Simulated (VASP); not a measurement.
```
CELL_PARAMETERS angstrom
      4.20140     0.00000     0.00000
      0.00000     4.20140     0.00000
      0.00000     0.00000     4.20140
ATOMIC_POSITIONS crystal
  Tl 0.00000 0.00000 0.00000
  Br 0.50000 0.50000 0.50000
```

Calculation: RPBE GGA, VASP's PBE PAW potentials (set 64) (plane waves; VASP). Run with 520 eV cut-off, 6×6×6 Γ-centred mesh, Gaussian smearing of 0.050 eV, potentials Tl_d Br.

Unless said otherwise, spin-orbit coupling is left out, though it shifts the bands of the heavy elements here.

### Question
Predict the energy per atom (σ→0), band gap (on the k-mesh) with the smallest direct gap where there is one.

### Answer

```json
{
  "band gap (on the k-mesh)": "2.39 eV",
  "smallest direct gap (on the k-mesh)": "2.39 eV",
  "energy per atom (σ→0)": "-2.516 eV/atom"
}
```

Only differences to runs with the same potentials and settings are physical.

The compound is TlBr in the CsCl type structure. It was relaxed first, which changed the volume by +17 %. The start is the result of an earlier pass.
